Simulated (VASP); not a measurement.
# Al$_{4}$PSb$_{3}$ (ordered alloy cell): computed properties

Level of theory: PBEsol GGA, VASP's PBE PAW potentials (set 64) (plane waves; VASP 6.6.1).

```yaml
space_group: Amm2 (38)
cell: a = 4.236 Å, b = 8.485 Å, c = 11.980 Å, α = 90.00°, β = 90.00°, γ = 90.00°
volume_per_atom: 26.91 Å^3/atom
band gap (over mesh and band path): 0.31 eV
smallest direct gap (over mesh and band path): 0.31 eV
band_edge_character: direct, Γ to Γ
density: 3.89 g/cm³
```

```cif
data_Al8P2Sb6
_chemical_formula_sum 'Al8 Sb6 P2'
_space_group_name_H-M_alt 'Amm2'
_space_group_IT_number 38
_space_group_name_Hall 'A 2 -2'
_cell_length_a 4.23611
_cell_length_b 8.48459
_cell_length_c 11.97969
_cell_angle_alpha 90.000
_cell_angle_beta 90.000
_cell_angle_gamma 90.000
loop_
_atom_site_label
_atom_site_type_symbol
_atom_site_symmetry_multiplicity
_atom_site_Wyckoff_symbol
_atom_site_fract_x
_atom_site_fract_y
_atom_site_fract_z
_atom_site_occupancy
Al1 Al 2 a 0.00000 0.00000 0.00077 1
Al2 Al 4 e 0.50000 0.23322 0.25719 1
Al3 Al 2 a 0.00000 0.00000 0.48551 1
Sb1 Sb 2 b 0.50000 0.50000 0.37328 1
Sb2 Sb 4 d 0.00000 0.25226 0.12533 1
P1 P 2 b 0.50000 0.50000 0.87539 1
```
(The calculation used a cell of 8 atoms; values per cell refer to that cell.)

Unless said otherwise, spin-orbit coupling is left out, though it shifts the bands of the heavy elements here.

The structure was generated: Al4PSb3 was put into an ordered model structure (Amm2), which need not be its known phase. It was relaxed first. Symmetry was kept, so distortions that lower it aren't found.
